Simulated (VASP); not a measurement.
Output of a VASP run:

### OUTCAR
```
 ion  position               nearest neighbor table
   1  0.000  0.000  0.000-   2 3.17   2 3.17   2 3.17   2 3.17   2 3.17   2 3.17
   2  0.500  0.500  0.500-   1 3.17   1 3.17   1 3.17   1 3.17   1 3.17   1 3.17
  LATTYP: Found a face centered cubic cell.
 ALAT       =     6.3415255474
 Subroutine PRICEL returns:
 Original cell was already a primitive cell.
 Subroutine GETGRP returns: Found 48 space group operations
The static configuration has the point symmetry O_h .
The dynamic configuration has the point symmetry O_h .
 Subroutine INISYM returns: Found 48 space group operations
 Subroutine IBZKPT returns following result:
 Found     20 irreducible k-points:

 Following reciprocal coordinates:
            Coordinates               Weight
  0.000000  0.000000  0.000000      1.000000
  0.142857  0.000000  0.000000      8.000000
  0.285714  0.000000  0.000000      8.000000
  0.428571  0.000000  0.000000      8.000000
  0.142857  0.142857  0.000000      6.000000
  0.285714  0.142857  0.000000     24.000000
  0.428571  0.142857  0.000000     24.000000
 -0.428571  0.142857  0.000000     24.000000
 -0.285714  0.142857  0.000000     24.000000
 -0.142857  0.142857  0.000000     12.000000
  0.285714  0.285714  0.000000      6.000000
  0.428571  0.285714  0.000000     24.000000
 -0.428571  0.285714  0.000000     24.000000
 -0.285714  0.285714  0.000000     12.000000
  0.428571  0.428571  0.000000      6.000000
 -0.428571  0.428571  0.000000     12.000000
  0.428571  0.285714  0.142857     24.000000
 -0.428571  0.285714  0.142857     48.000000
 -0.428571  0.428571  0.142857     24.000000
 -0.285714  0.428571  0.142857     24.000000
   k-points           NKPTS =     20   k-points in BZ     NKDIM =     20   number of bands    NBANDS=     12
   number of dos      NEDOS =    301   number of ions     NIONS =      2
   total plane-waves  NPLWV =  46656
   dimension x,y,z NGX =    36 NGY =   36 NGZ =   36
   dimension x,y,z NGXF=    72 NGYF=   72 NGZF=   72
   ions per type =               1   1
   PREC   = accura    normal or accurate (medium, high low for compatibility)
   ISTART =      0    job   : 0-new  1-cont  2-samecut
   ICHARG =      2    charge: 1-file 2-atom 10-const
   ISPIN  =      1    spin polarized calculation?
   LNONCOLLINEAR =      F non collinear calculations
   LSORBIT =      F    spin-orbit coupling
   INIWAV =      1    electr: 0-lowe 1-rand  2-diag
   ENCUT  =  520.0 eV  38.22 Ry    6.18 a.u.   8.34  8.34  8.34*2*pi/ulx,y,z
   NELM   =    100;   NELMIN=  2; NELMDL= -5     # of ELM steps
   EDIFF  = 0.1E-05   stopping-criterion for ELM
   LREAL  =      F    real-space projection
   NLSPLINE    = F    spline interpolate recip. space projectors
   LMAXMIX     =    2 max onsite mixed and CHGCAR
   VOSKOWN=      0    Vosko Wilk Nusair interpolation
   EDIFFG = -.1E-01   stopping-criterion for IOM
   NSW    =     60    number of steps for IOM
   NBLOCK =      1;   KBLOCK =     60    inner block; outer block
   IBRION =      2    ionic relax: 0-MD 1-quasi-New 2-CG
   NFREE  =      1    steps in history (QN), initial steepest desc. (CG)
   ISIF   =      3    stress and relaxation
   ISYM   =      2    0-nonsym 1-usesym 2-fastsym
   TEIN   =    0.0    initial temperature
   TEBEG  =    0.0;   TEEND  =   0.0 temperature during run
   SMASS  =  -3.00    Nose mass-parameter (am)
   PSTRESS=    0.0 pullay stress
   NELECT =      16.0000    total number of electrons
   EFERMI =   0.00;   METHOD = LEGACY
   ISMEAR =     0;   SIGMA  =   0.05  broadening in eV -4-tet -1-fermi 0-gaus
   IALGO  =     38    algorithm
   LDIAG  =      T    sub-space diagonalisation (order eigenvalues)
   IMIX   =      4    mixing-type and parameters
     AMIX     =   0.40;   BMIX     =  1.00
     AMIX_MAG =   1.60;   BMIX_MAG =  1.00
     AMIN     =   0.10
   GGA     = ML    functional components
   VOSKOWN =     0    Vosko Wilk Nusair interpolation
   LHFCALC =     F    Hartree Fock is set to
   LHFONE  =     F    Hartree Fock one center treatment
...
```

**OSZICAR**
```
       N       E                     dE             d eps       ncg     rms          rms(c)
DAV:   1     0.110760148056E+03    0.11076E+03   -0.74062E+03   480   0.120E+03
DAV:   2     0.256107687041E+01   -0.10820E+03   -0.10050E+03   624   0.278E+02
DAV:   3    -0.367911751996E+01   -0.62402E+01   -0.62155E+01   616   0.622E+01
DAV:   4    -0.392021600864E+01   -0.24110E+00   -0.24081E+00   852   0.104E+01
DAV:   5    -0.392103091330E+01   -0.81490E-03   -0.81488E-03   636   0.696E-01    0.405E+00
DAV:   6    -0.352246202895E+01    0.39857E+00   -0.76331E-01   576   0.464E+00    0.313E+00
DAV:   7    -0.347454199770E+01    0.47920E-01   -0.14629E-01   608   0.259E+00    0.186E+00
DAV:   8    -0.346530789560E+01    0.92341E-02   -0.28036E-02   616   0.151E+00    0.198E-01
DAV:   9    -0.346514405456E+01    0.16384E-03   -0.15705E-03   664   0.273E-01    0.906E-02
DAV:  10    -0.346510712535E+01    0.36929E-04   -0.45789E-04   568   0.199E-01    0.302E-02
DAV:  11    -0.346510801833E+01   -0.89297E-06   -0.30532E-05   736   0.436E-02    0.125E-02
DAV:  12    -0.346510861018E+01   -0.59185E-06   -0.44446E-06   600   0.166E-02
   1 F= -.34651086E+01 E0= -.34651086E+01  d E =-.346511E+01
```

File OUTCAR:
```
------------------------ aborting loop because EDIFF is reached ----------------------------------------
  FORCE on cell =-STRESS in cart. coord.  units (eV):
  Direction    XX          YY          ZZ          XY          YZ          ZX
  --------------------------------------------------------------------------------------
  Total       -0.0025674     -0.0025674     -0.0025674      0.0000000      0.0000000      0.0000000
  in kB       -0.0645179     -0.0645179     -0.0645179      0.0000000      0.0000000      0.0000000
  external PRESSURE =      -0.0645179 kB  Pullay stress =       0.0000000 kB
  volume of cell :       63.76
      direct lattice vectors                 reciprocal lattice vectors
     0.000000000  3.170762774  3.170762774    -0.157690763  0.157690763  0.157690763
     3.170762774  0.000000000  3.170762774     0.157690763 -0.157690763  0.157690763
     3.170762774  3.170762774  0.000000000     0.157690763  0.157690763 -0.157690763
  FREE ENERGIE OF THE ION-ELECTRON SYSTEM (eV)
  ---------------------------------------------------
  free  energy   TOTEN  =        -3.4651086102 eV

  energy  without entropy=       -3.4651086102  energy(sigma->0) =       -3.46510861

 reached required accuracy - stopping structural energy minimisation
```
(Selected blocks of OUTCAR.)

File POSCAR:
```
KCl
1
   -0.0000000000     3.1707627737     3.1707627737
    3.1707627737    -0.0000000000     3.1707627737
    3.1707627737     3.1707627737     0.0000000000
K Cl
1 1
Direct
  0.0000000000   0.0000000000   0.0000000000
  0.5000000000   0.5000000000   0.5000000000
```

Reconstruct the remaining input files.

This is not unique; one that fits is the input of the run itself, vdW-DF2, plane waves, VASP's PBE PAW potentials (set 64).

**INCAR**
```
SYSTEM  =  KCl
PREC  =  Accurate; ENCUT  =  520; LREAL  =  F
LASPH  =  T
EDIFF  =  1E-6; NELM  =  100; ALGO  =  Normal
ISMEAR  =  0; SIGMA  =  0.05
GGA  =  ML; LUSE_VDW  =  T; AGGAC  =  0.0
ZAB_VDW  =  -1.8867
IBRION  =  2; NSW  =  60; ISIF  =  3
EDIFFG  =  -0.01
LWAVE  =  F; LCHARG  =  F
```

**KPOINTS**
```
Automatic mesh
0
Gamma
7 7 7
0 0 0
```

POTCAR, in this order: K_sv Cl (PBE.64 set). Program: vasp_std.

The compound is KCl in the rock salt structure. It was relaxed first. The start is the result of an earlier pass.
